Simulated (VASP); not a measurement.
Here is the system:

```
CELL_PARAMETERS angstrom
      0.00000     3.10955     3.10955
      3.10955     0.00000     3.10955
      3.10955     3.10955     0.00000
ATOMIC_POSITIONS crystal
  Ba 0.00000 0.00000 0.00000
  F  0.25000 0.25000 0.25000
  F  0.75000 0.75000 0.75000
```

These are MS2 meta-GGA, VASP's PBE PAW potentials (set 64) (plane waves; VASP) values and carry that method's errors. Numerical set-up: 520 eV cut-off, 6×6×6 Γ-centred mesh, Gaussian smearing of 0.050 eV, potentials Ba_sv F.

Question: Predict the energy per atom (σ→0).

Answer: 
```json
{
  "energy per atom (σ→0)": "-5.458 eV/atom"
}
```

The compound is BaF2 in the fluorite structure. It was relaxed first. The start is the result of an earlier pass.
